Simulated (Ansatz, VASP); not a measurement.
# Cross-check of Pt (Pt(100)) between VASP and Ansatz

Aim: how closely do two programs agree when they are given the same cell, functional and k mesh? Of the first pair: The structure shown is the start of the Ansatz relaxation below; VASP solves that cell, so the two are compared at the walk's first step.

Method: plane waves, with VASP 6.6.1 beside it; single point at PBE, in Ansatz 0.2.0.

### 1. Starting point

The cell holds 8 atoms: 8 Pt. Its edges and angles: a = 2.772 Å, b = 2.772 Å, c = 31.720 Å, α = 90.0°, β = 90.0°, γ = 90.0°. Vacuum lies along c.

### 2. Ansatz: relaxation, PBE

Ansatz runs on its default PAW (the set named soft_2) files.

The two programs are compared at the cell with which this relaxation starts, whose forces are those of its first step.

input.yaml reads:

```yaml
crystal:
  lattice:
    - [2.7718585823, 0.0, 0.0]
    - [0.0, 2.7718585823, 0.0]
    - [0.0, 0.0, 31.72]
  atoms:
    - { symbol: Pt, position: [0.5, 0.5, 0.2837326608] }
    - { symbol: Pt, position: [0.0, 0.0, 0.3455233291] }
    - { symbol: Pt, position: [0.5, 0.5, 0.4073139975] }
    - { symbol: Pt, position: [0.0, 0.0, 0.4691046658] }
    - { symbol: Pt, position: [0.5, 0.5, 0.5308953342] }
    - { symbol: Pt, position: [0.0, 0.0, 0.5926860025] }
    - { symbol: Pt, position: [0.5, 0.5, 0.6544766709] }
    - { symbol: Pt, position: [0.0, 0.0, 0.7162673392] }
kpoints:
  mp_grid: { grid: [11, 11, 1] }
hamiltonian:
  xc: pbe
scf:
  occupations: { method: fermi_dirac, width: 0.1 }
efield:
  axis: 3
  dipole_correction: true
  ramp_width: 0.05
relax:
  f_tol: 0.02
  max_steps: 60
  constraints: [{ sites: [0, 1, 2, 3] }]
output:
  write_potential: true
  write_density: true
  volumetric_format: npy
```

Run with:

```sh
$ ansatz run input.yaml --threads 4 --pin off --max-ram 8192MiB --backend cpu --events-out ev --progress --plain --runs-dir out
```

Numbers of over 12 decimals in the logs are rounded to 6 here.

What it wrote:

```text
Engine: ansatz 0.2.0, aarch64-unknown-linux-gnu
Pseudopotentials: kind: paw
Pseudopotential: Pt, paw, valence charge 18, recommended cutoff 420 eV (normal), Pt.paw.azcp
Functional definition: PBE
  parameter kappa = 0.804
  parameter beta = 0.066725
  exchange = pbe_x(kappa = kappa, mu = beta*pi^2/3)
  correlation = pbe_c(beta = beta)
Crystal: 8 atoms, lattice volume = 243.711 Å³
Basis set: ecut = 420 eV, 4847 PW (Γ), exchange–correlation on 40×40×432 points (8 copies of the dense FFT grid, shifted against one another)
Bands: 87, of which v1, the nominal top of the filled ones, is band 72 counted from 1 (71 counted from 0)
Symmetry: 8 space group operations
k-points: 21 of 121
Non-local potential: Pt, projectors of the file, l = 0: 3, l = 1: 2, l = 2: 2, l = 3: 1
PAW form: soft (Blöchl's): semilocal exchange-correlation on the pseudo side does not see the compensation charge
PAW one-centre angular grid: Pt, 590 points (default); XC on 64 Gauss nodes
Initial density: superposition of atomic densities (neutral atoms: chi_scale 0, normalization atom), corrected by the library's trained network
Initial wavefunctions: pseudopotential atomic-orbital guess
Functional: x = pbe(κ = 0.804, μ = 0.219515), c = pbe(β = 0.066725)
SCF iter   1: F=—  HF=-100182.711512 eV  |F-HF|=—  |Δ(HF+E_count)|=         —  Δρ=1.95e-2  dr2=2.08e1  ethr=1.77e-3  p=0.000 e·Å  D=4.90e-13 V/Å  ΔV_dip=-0.00 eV  dr2_dipole=2.43e-6  V_vac-E_F(+/−)=5.03/5.03 eV  ⟨swp⟩=7.7  Hψ=7732  notcnv=0  defer=29
efield: sawtooth ramp at fractional position 0.9750 (placed from the atoms, in the widest stretch of the axis that holds none; the zero of the levels goes with the place), width 0.0500; the density the first Hamiltonian is built on has a dipole p = 0.000 e·Å; the dipole correction subtracts the counter field D = 4.90e-13 V/Å, which shifts the + side's vacuum level by -0.00 eV against the − side's; the planar-averaged density in the ramp window peaks in size at 7.7e-6 e/Å³
preconditioner: auto → LDOS  [metal: Δε(μ)=0.036 eV  Ē_g=7.787 eV  σ=0.100 eV  W_gap=0.09  n_scr=68 (ndim 8)  ℏωp=21.3 eV  f_vac=0.466  D(μ)=13.60/eV (n_scr^D=124)  β→1.0]
SCF iter   2: F=—  HF=-100182.517457 eV  |F-HF|=—  |Δ(HF+E_count)|=   1.94e-1  Δρ=5.14e-3  dr2=3.08e-1  ethr=1.77e-3  p=0.000 e·Å  D=5.72e-7 V/Å  ΔV_dip=-0.00 eV  dr2_dipole=6.38e-6  V_vac-E_F(+/−)=5.78/5.78 eV  ⟨swp⟩=2.0  Hψ=2190  notcnv=0  defer=66
SCF iter   3: F=—  HF=-100182.518646 eV  |F-HF|=—  |Δ(HF+E_count)|=   1.19e-3  Δρ=2.93e-3  dr2=9.10e-2  ethr=2.14e-4  p=0.000 e·Å  D=7.00e-6 V/Å  ΔV_dip=-0.00 eV  dr2_dipole=1.26e-8  V_vac-E_F(+/−)=5.55/5.55 eV  ⟨swp⟩=2.0  Hψ=2659  notcnv=0  defer=75
SCF iter   4: F=—  HF=-100182.507821 eV  |F-HF|=—  |Δ(HF+E_count)|=   1.08e-2  Δρ=7.50e-4  dr2=4.21e-3  ethr=6.32e-5  p=0.000 e·Å  D=2.84e-6 V/Å  ΔV_dip=-0.00 eV  dr2_dipole=8.28e-8  V_vac-E_F(+/−)=5.70/5.70 eV  ⟨swp⟩=2.0  Hψ=2643  notcnv=0  defer=75
SCF iter   5: F=—  HF=-100182.507509 eV  |F-HF|=—  |Δ(HF+E_count)|=   3.11e-4  Δρ=4.26e-4  dr2=1.42e-3  ethr=2.92e-6  p=0.000 e·Å  D=1.66e-6 V/Å  ΔV_dip=-0.00 eV  dr2_dipole=1.20e-9  V_vac-E_F(+/−)=5.68/5.68 eV  ⟨swp⟩=2.4  Hψ=2801  notcnv=0  defer=65
SCF iter   6: F=—  HF=-100182.507449 eV  |F-HF|=—  |Δ(HF+E_count)|=   6.03e-5  Δρ=1.96e-4  dr2=4.51e-4  ethr=9.83e-7  p=0.000 e·Å  D=2.54e-7 V/Å  ΔV_dip=-0.00 eV  dr2_dipole=1.62e-9  V_vac-E_F(+/−)=5.68/5.68 eV  ⟨swp⟩=1.6  Hψ=1856  notcnv=0  defer=65
SCF iter   7: F=—  HF=-100182.507427 eV  |F-HF|=—  |Δ(HF+E_count)|=   2.26e-5  Δρ=5.87e-5  dr2=1.90e-5  ethr=3.13e-7  p=-0.000 e·Å  D=-4.73e-7 V/Å  ΔV_dip=0.00 eV  dr2_dipole=1.35e-9  V_vac-E_F(+/−)=5.68/5.68 eV  ⟨swp⟩=1.3  Hψ=1816  notcnv=0  defer=65
SCF iter   8: F=-100182.507426 eV  HF=-100182.507432 eV  |F-HF|=6.58e-6  |Δ(HF+E_count)|=   5.69e-6  Δρ=2.20e-5  dr2=7.80e-6  ethr=6.94e-9  p=-0.000 e·Å  D=-2.75e-7 V/Å  ΔV_dip=0.00 eV  dr2_dipole=2.41e-11  V_vac-E_F(+/−)=5.68/5.68 eV  ⟨swp⟩=13.0  Hψ=17069  notcnv=0
SCF 1 converged in 8 iterations: F = -100182.507426 eV  dr2 = 7.80e-6
  greatest PAW one-centre occupation: 1.000 electrons in one spin orbital (limit 2), on the Pt atom at site 5 (counted from 0), in its partial waves of l = 0
relax step   1: F+E_penalty+E_count = -100182.50742567 eV  Δ(F+E_penalty+E_count) = +0.000e0 eV  max|allowed force component| = 3.256e-1 eV/Å  Δτ_max = 0.0000 Å  (8 SCF iters, dr2 threshold 1.00e-5 eV, accepted)
Initial density: handed on by an earlier stage of this run
Initial wavefunctions: those handed on with the density
iter 1 solved again at ethr=2.98e-4 eV; its pass at ethr=3.10e-3 eV (dr2=4.29e-1 eV) is discarded
SCF iter   1: F=—  HF=-100182.600438 eV  |F-HF|=—  |Δ(HF+E_count)|=         —  Δρ=1.28e-2  dr2=4.28e-1  ethr=2.98e-4  p=-0.000 e·Å  D=-2.44e-7 V/Å  ΔV_dip=0.00 eV  dr2_dipole=9.36e-3  V_vac-E_F(+/−)=5.69/5.69 eV  ⟨swp⟩=1.3  Hψ=7412  notcnv=0  defer=44
[...]
SCF iter   2: F=—  HF=-100182.552342 eV  |F-HF|=—  |Δ(HF+E_count)|=   3.70e-6  Δρ=4.01e-6  dr2=1.38e-7  ethr=4.40e-10  p=-0.000 e·Å  D=-2.82e-4 V/Å  ΔV_dip=0.01 eV  dr2_dipole=3.81e-10  V_vac-E_F(+/−)=5.69/5.68 eV  ⟨swp⟩=1.1  Hψ=1745  notcnv=0  defer=85
SCF iter   3: F=-100182.552342 eV  HF=-100182.552342 eV  |F-HF|=5.72e-8  |Δ(HF+E_count)|=   9.49e-9  Δρ=2.89e-6  dr2=7.39e-8  ethr=6.94e-11  p=-0.000 e·Å  D=-2.83e-4 V/Å  ΔV_dip=0.01 eV  dr2_dipole=3.25e-10  V_vac-E_F(+/−)=5.69/5.68 eV  ⟨swp⟩=10.9  Hψ=13425  notcnv=0
SCF 4 converged in 3 iterations: F = -100182.552342 eV  dr2 = 7.39e-8
relax step   4: F+E_penalty+E_count = -100182.55234164 eV  Δ(F+E_penalty+E_count) = -5.550e-7 eV  max|allowed force component| = 1.495e-2 eV/Å  Δτ_max = 0.0000 Å  (3 SCF iters, accepted)
NSCF: frozen V_eff on 21 k-points
the band table was solved once a step of the walk had ended and its energy, with any forces and stress, was formed, with the checks that follow a solve (9356 applications of the Hamiltonian). They found nothing against the state; the energy, forces and stress were not computed again (output.eigenvalues in the input reference)
WARN: The output density's exchange-correlation potential varies sharply where the density is thin. Do not read a vacuum level from v_tot or v_xc, or from such a field of the output density. On a cell that repeats whose density bears no net charge and no dipole along the vacuum's axis use v_es (v_loc + v_h of the components); under efield.dipole_correction with no amplitude use v_es + v_field, which holds any externa [...]
SCF converged after 3 iterations
Free energy (F): -100182.552342 eV
Harris-Foulkes:  -100182.552342 eV  (|F-HF|=5.72e-8)
Internal energy: -100182.082787 eV  (E = F + TS)
E sigma→0 (E₀):  -100182.317564 eV
Entropy (-TS):   -0.469555 eV (-58.694 meV/atom)
Fermi energy:    8.666763 eV
Dipole field:    D = -0.000305 V/Å  (p = -0.000411 e·Å, saw-weighted, corrected)
Work function:   Φ+ = 5.6908 eV   Φ− = 5.6812 eV
Levels:          The Fermi level and band energies are counted from a zero that moves with the ramp; work functions are not
--- Per-component energies (eV) ---
  E_band       = -3110.772829
  E_kinetic    = 5097.711295
  E_local      = -334421.727410  (includes V_loc(G=0)·N_el)
  E_nonlocal   = 1600.102143
  E_hartree    = 164670.107766
  E_xc         = -2091.531508
  E_vxc        = -2418.897247  (∫ρ·V_xc dr)
  E_paw        = -75632.213983  (= ΣΔE_a)
  E_vpaw       = -2308.214014  (= ΣTr[D̂ρ^β])
  E_aug_tail   = 0.001628  (compensation charges beyond the density's cutoff)
  E_efield     = 0.000000  (sawtooth field / dipole correction)
  E_vefield    = 0.003190  (∫n·V_field dr)
  E_ewald      = 140595.467283
  E_smearing   = -0.469555  (= −TS)
  E_closure    = -0.000000  (closes the sum)
  Σ components = -100182.552342   (vs F -100182.552342, Δ=0.00e0)
--- Forces (eV/Å), atoms counted from 1 ---
  atom   1  Pt    -0.00000000     0.00000000    -0.08490622
  atom   2  Pt    -0.00000000     0.00000000    -0.31076950
  atom   3  Pt     0.00000000     0.00000000    -0.05944390
  atom   4  Pt    -0.00000000     0.00000000     0.45144893
  atom   5  Pt    -0.00000000     0.00000000     0.00345742
  atom   6  Pt     0.00000000     0.00000000     0.00209787
  atom   7  Pt     0.00000000     0.00000000    -0.01494612
  atom   8  Pt     0.00000000     0.00000000     0.01305639
  max |Σ_I F_I| component: 5.13e-6 eV/Å
--- Band table (eV; the first three rows and the last of 21) ---
  k-point 0: bands = [... 68 lower, 8.1177, 8.1177, 8.2336, 8.2889, 8.5180, 8.7296, 8.7296, 8.7675, ... 11 higher]
  k-point 1: bands = [... 68 lower, 7.8135, 7.9924, 8.1504, 8.2535, 8.4230, 8.4596, 8.6336, 8.6509, ... 11 higher]
  k-point 2: bands = [... 68 lower, 7.5964, 7.7577, 8.0724, 8.1120, 8.2562, 8.5175, 8.7711, 8.8999, ... 11 higher]
  k-point 20: bands = [... 68 lower, 9.0985, 9.1423, 9.5440, 9.5699, 10.6893, 11.8729, 11.9817, 13.0416, ... 11 higher]
--- Relaxed structure (4 steps of the walk, 4 accepted, 0 SCFs on fresh bases) ---
  F+E_penalty+E_count = -100182.55234164 eV   max|allowed force component| = 1.495e-2 eV/Å
  atoms:
    - { symbol: Pt, position: [0.5, 0.5, 0.2837326608] }
    - { symbol: Pt, position: [0.0, 0.0, 0.3455233291] }
    - { symbol: Pt, position: [0.5, 0.5, 0.4073139975] }
    - { symbol: Pt, position: [0.0, 0.0, 0.4691046658] }
    - { symbol: Pt, position: [0.5, 0.5, 0.533105] }
    - { symbol: Pt, position: [0, 0.0, 0.596900] }
    - { symbol: Pt, position: [0.5, 0.5, 0.660349] }
    - { symbol: Pt, position: [0, 0.0, 0.722300] }
```

### 3. VASP: single point, PBE, start cell, pair 1

The same cell, functional, mesh and smearing now go to VASP, with its own data sets.

Lines of VASP's logs that name or quote its potential files are left out, and so is its time.

INCAR reads:

```
SYSTEM = Pt
PREC = Accurate
ENCUT = 400
EDIFF = 1E-06
NELM = 120
ISMEAR = -1
SIGMA = 0.1
LREAL = .FALSE.
ALGO = Normal
GGA = PE
NBANDS = 49
LASPH = .TRUE.
LORBIT = 11
LWAVE = .FALSE.
LCHARG = .FALSE.
ISIF = 2
LDIPOL = .TRUE.
IDIPOL = 3
DIPOL = 0.5 0.5 0.5
LVHAR = .TRUE.
GGA_COMPAT = .FALSE.
NELMDL = -8
KPAR = 2
```

POSCAR reads:

```
Pt
1.0
    2.7718585823      0.0000000000      0.0000000000
    0.0000000000      2.7718585823      0.0000000000
    0.0000000000      0.0000000000     31.7200000000
Pt
8
Direct
    0.4999998950      0.4999998950      0.2837326608
    0.9999998950      0.9999998950      0.3455233291
    0.4999998950      0.4999998950      0.4073139975
    0.9999998950      0.9999998950      0.4691046658
    0.4999998950      0.4999998950      0.5308953342
    0.9999998950      0.9999998950      0.5926860025
    0.4999998950      0.4999998950      0.6544766709
    0.9999998950      0.9999998950      0.7162673392
```

KPOINTS reads:

```
Automatic mesh
0
Gamma
11 11 1
0 0 0
```

Potentials, in the order of the species: Pt (PBE family, release 64).

Run with:

```sh
$ mpirun -np 2 vasp_std
```

What it wrote:

```text
[banner, memory and clock lines left out]
running    2 mpi-ranks, on    1 nodes
 distrk:  each k-point on    1 cores,    2 groups
 distr:  one band on    1 cores,    1 groups

 POSCAR found type information on POSCAR Pt
 POSCAR found :  1 types and       8 ions
 LDA part: xc-table for (Slater+PW92), standard interpolation
 POSCAR, INCAR and KPOINTS ok, starting setup
 FFT: planning ... GRIDC
 FFT: planning ... GRID_SOFT
 FFT: planning ... GRID
 WAVECAR not read
 entering main loop
       N       E                     dE             d eps       ncg     rms          rms(c)
DAV:   1     0.478120485463E+03    0.47812E+03   -0.33013E+04  2066   0.118E+03
DAV:   2    -0.238293268434E+02   -0.50195E+03   -0.46564E+03  2418   0.276E+02
DAV:   3    -0.493820978795E+02   -0.25553E+02   -0.23513E+02  2605   0.560E+01
DAV:   4    -0.502790107021E+02   -0.89691E+00   -0.87739E+00  2434   0.105E+01
DAV:   5    -0.503103954476E+02   -0.31385E-01   -0.30206E-01  2703   0.186E+00
DAV:   6    -0.503119805265E+02   -0.15851E-02   -0.15367E-02  2585   0.320E-01
DAV:   7    -0.503120302882E+02   -0.49762E-04   -0.48761E-04  2648   0.538E-02
DAV:   8    -0.503120323324E+02   -0.20442E-05   -0.20436E-05  2143   0.932E-03    0.335E+01
DAV:   9    -0.582421984195E+02   -0.79302E+01   -0.38748E+01  2348   0.384E+01    0.391E+01
DAV:  10    -0.503158261554E+02    0.79264E+01   -0.30014E+01  2401   0.386E+01    0.204E+01
DAV:  11    -0.574126120929E+02   -0.70968E+01   -0.52026E+01  2274   0.425E+01    0.286E+01
DAV:  12    -0.489933220176E+02    0.84193E+01   -0.99083E+00  2248   0.230E+01    0.120E+01
DAV:  13    -0.477893636865E+02    0.12040E+01   -0.58609E+00  2198   0.191E+01    0.872E+00
DAV:  14    -0.472965221564E+02    0.49284E+00   -0.16195E+00  2296   0.881E+00    0.418E+00
[...]
DAV:  24    -0.471993329569E+02    0.24048E-04   -0.31223E-05  2368   0.285E-02    0.461E-02
DAV:  25    -0.471993267907E+02    0.61663E-05   -0.28333E-05  2211   0.268E-02    0.110E-02
DAV:  26    -0.471993343741E+02   -0.75834E-05   -0.49322E-06  1596   0.124E-02    0.655E-03
DAV:  27    -0.471993450804E+02   -0.10706E-04   -0.26942E-06  1486   0.817E-03    0.147E-02
DAV:  28    -0.471993483328E+02   -0.32523E-05   -0.20316E-06  1393   0.762E-03    0.528E-03
DAV:  29    -0.471993524386E+02   -0.41058E-05   -0.13238E-06  1354   0.563E-03    0.224E-03
DAV:  30    -0.471993536508E+02   -0.12122E-05   -0.11595E-07  1307   0.162E-03    0.168E-03
DAV:  31    -0.471993539095E+02   -0.25867E-06   -0.21356E-08  1189   0.559E-04
   1 F= -.47199354E+02 E0= -.46967281E+02  d E =-.464146E+00
```

Parts of OUTCAR (step 3):

```text
ion  position               nearest neighbor table
   1  0.500  0.500  0.284-   2 2.77   2 2.77   2 2.77   2 2.77
   2  1.000  1.000  0.346-   1 2.77   1 2.77   1 2.77   1 2.77   3 2.77   3 2.77   3 2.77   3 2.77

  LATTYP: Found a simple tetragonal cell.
 ALAT       =     2.7718585823
 C/A-ratio  =    11.4435852545

 Subroutine GETGRP returns: Found 16 space group operations
 (whereof  8 operations were pure point group operations)

The static configuration has the point symmetry C_4v.
 The point group associated with its full space group is D_4h.

 Found     21 irreducible k-points:

   k-points           NKPTS =     21   k-points in BZ     NKDIM =     21   number of bands    NBANDS=     49

   dimension x,y,z NGX =    18 NGY =   18 NGZ =  210
   dimension x,y,z NGXF=    36 NGYF=   36 NGZF=  420

   ENCUT  =  400.0 eV  29.40 Ry    5.42 a.u.   4.52  4.52 51.73*2*pi/ulx,y,z

   NELECT =      80.0000    total number of electrons

 k-points in reciprocal lattice and weights: Automatic mesh
   0.00000000  0.00000000  0.00000000       0.008
   0.09090909  0.00000000  0.00000000       0.033
   0.18181818  0.00000000  0.00000000       0.033
   0.27272727  0.00000000  0.00000000       0.033
   0.36363636  0.00000000  0.00000000       0.033
   0.45454545  0.00000000  0.00000000       0.033
   0.09090909  0.09090909  0.00000000       0.033
   0.18181818  0.09090909  0.00000000       0.066
   0.27272727  0.09090909  0.00000000       0.066
[...]
0.45454545  0.36363636  0.00000000       0.066
   0.45454545  0.45454545  0.00000000       0.033

 dipolmoment           0.000000      0.000000      0.000000 electrons x Angstroem

 average (electrostatic) potential at core
       1 -70.8032       2 -71.4933       3 -71.5441       4 -71.4927       5 -71.4927
       6 -71.5441       7 -71.4933       8 -70.8032

 E-fermi :   2.6671

 k-point     1 :       0.0000    0.0000    0.0000
  band No.  band energies     occupation
    ...
     40       2.3848      1.88788
     41       2.4910      1.70668
     42       2.7202      0.74060
     43       2.7202      0.74060
     44       2.7609      0.56272
     45       2.7823      0.48038
     46       3.0649      0.03678
     47       3.0649      0.03678
     48       3.9284      0.00001
     49       4.5446      0.00000

 k-point     2 :       0.0909    0.0000    0.0000
  band No.  band energies     occupation
    ...
     40       2.2171      1.97805
     41       2.4128      1.85424
     42       2.4490      1.79721
     43       2.6284      1.19146
     44       2.6448      1.11141
     45       2.8959      0.18430
     46       3.0563      0.04002
     47       3.5159      0.00041
     48       4.7997      0.00000
     49       5.5997      0.00000

 k-point     3 :       0.1818    0.0000    0.0000
  band No.  band energies     occupation
    ...
     38       1.7091      1.99986
     39       2.0737      1.99472
     40       2.0986      1.99324
     41       2.2468      1.97055
     42       2.5163      1.63761
     43       2.7873      0.46225
     44       2.9052      0.16936
     45       2.9462      0.11571
     46       3.2244      0.00758
     47       4.6881      0.00000
    ...

  Total        2.7327213      2.7327213      4.6258410      0.0000000      0.0000000      0.0000000
  in kB       17.9651399     17.9651399     30.4106687      0.0000000      0.0000000      0.0000000
  external PRESSURE =      22.1136495 kB  Pullay stress =       0.0000000 kB

  energy-cutoff  :      400.00
  volume of cell :      243.71
      direct lattice vectors                 reciprocal lattice vectors
     2.771858582  0.000000000  0.000000000     0.360768766  0.000000000  0.000000000
     0.000000000  2.771858582  0.000000000     0.000000000  0.360768766  0.000000000
     0.000000000  0.000000000 31.720000000     0.000000000  0.000000000  0.031525851

 POSITION                                       TOTAL-FORCE (eV/Angst)
 -----------------------------------------------------------------------------------
      1.38593      1.38593      9.00000         0.000000     -0.000000     -0.069131
      2.77186      2.77186     10.96000         0.000000      0.000000     -0.321057
      1.38593      1.38593     12.92000         0.000000      0.000000     -0.098217
      2.77186      2.77186     14.88000         0.000000     -0.000000     -0.032212
      1.38593      1.38593     16.84000         0.000000      0.000000      0.032212
      2.77186      2.77186     18.80000         0.000000      0.000000      0.098217
      1.38593      1.38593     20.76000         0.000000      0.000000      0.321057
      2.77186      2.77186     22.72000         0.000000      0.000000      0.069131
 -----------------------------------------------------------------------------------
    total drift:                                0.000469      0.000469     -0.000265

  FREE ENERGIE OF THE ION-ELECTRON SYSTEM (eV)
  ---------------------------------------------------
  free  energy   TOTEN  =       -47.1993539095 eV

  energy  without entropy=      -46.7352077357  energy(sigma->0) =      -46.96728082

 vacuum level on the upper side and lower side of the slab         8.353         8.353

 total charge
# of ion       s       p       d       tot
------------------------------------------
    1        0.625   0.414   8.034   9.073
    2        0.635   0.606   8.027   9.269
    3        0.642   0.619   8.035   9.296
    4        0.641   0.616   8.046   9.303
    5        0.641   0.616   8.046   9.303
    6        0.642   0.619   8.035   9.296
    7        0.635   0.606   8.027   9.269
    8        0.625   0.414   8.034   9.073
--------------------------------------------------
tot          5.084   4.512  64.286  73.882

[... 3 further parts left out ...]
```

### 4. Differences

Known differences besides the potentials themselves: the data sets hold 144 valence electrons in Ansatz (on its default PAW (the set named soft_2) files) and 80 in VASP; the cutoff is 420 eV in Ansatz and 400 eV in VASP. Total energies have different zeros and are not compared.

Forces (eV/Å; atoms numbered as in POSCAR):

```csv
atom,"Ansatz x, y, z","VASP x, y, z"
Pt1,"0.000, 0.000, -0.086","0.000, 0.000, -0.069"
Pt2,"0.000, 0.000, -0.326","0.000, 0.000, -0.321"
Pt3,"0.000, 0.000, -0.097","0.000, 0.000, -0.098"
Pt4,"0.000, 0.000, -0.032","0.000, 0.000, -0.032"
Pt5,"0.000, 0.000, 0.032","0.000, 0.000, 0.032"
Pt6,"0.000, 0.000, 0.097","0.000, 0.000, 0.098"
Pt7,"0.000, 0.000, 0.326","0.000, 0.000, 0.321"
Pt8,"0.000, 0.000, 0.086","0.000, 0.000, 0.069"
```

The forces differ by 5.2 meV/Å r.m.s., which is 5.2 % of the r.m.s. force of 0.099 eV/Å (both taken over all components). With vacuum in the cell, a pressure given here is an average over mostly empty space and none of the material.

(Part 1 of 2 ends here.)

[Lines on the potential files, build, host, timing and source positions are cut from VASP's logs without a mark.]

[Logs are printed without paths, hosts, clocks, repeated set-up lines and the standing remarks that a program may print on its own settings, such as how far it seeks lower states.]

[Hosts, paths, dates, database ids (printed as entryN), source tags and the programs' standing remarks are cut or masked in the printed files.]
